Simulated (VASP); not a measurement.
Here is the system:

```yaml
crystal:
  lattice:
    - [-2.90747, 2.90747, 2.90747]
    - [2.90747, -2.90747, 2.90747]
    - [2.90747, 2.90747, -2.90747]
  atoms:
    - { symbol: Cs, position: [0.00000, 0.00000, 0.00000] }
```

The numbers are results of optB86b-vdW, VASP's PBE PAW potentials (set 64) (plane waves; VASP 6.6.1), not measurements. Settings: 520 eV cut-off, 9×9×9 Γ-centred mesh, first-order Methfessel-Paxton smearing of 0.10 eV, potentials Cs_sv.

Unless said otherwise, spin-orbit coupling is left out, though it shifts the bands of the heavy elements here.

Predict the energy per atom (σ→0), band gap (on the k-mesh) with the smallest direct gap where there is one.

```json
{
  "band gap (on the k-mesh)": "none (metal, semimetal or under 0.01 eV)",
  "energy per atom (σ→0)": "2.027 eV/atom"
}
```

The absolute energy has meaning only against runs of the same code, potentials and settings.

The compound is Cs in the bcc structure. This cell is one point of a volume scan, at 0.94 of the reference volume.
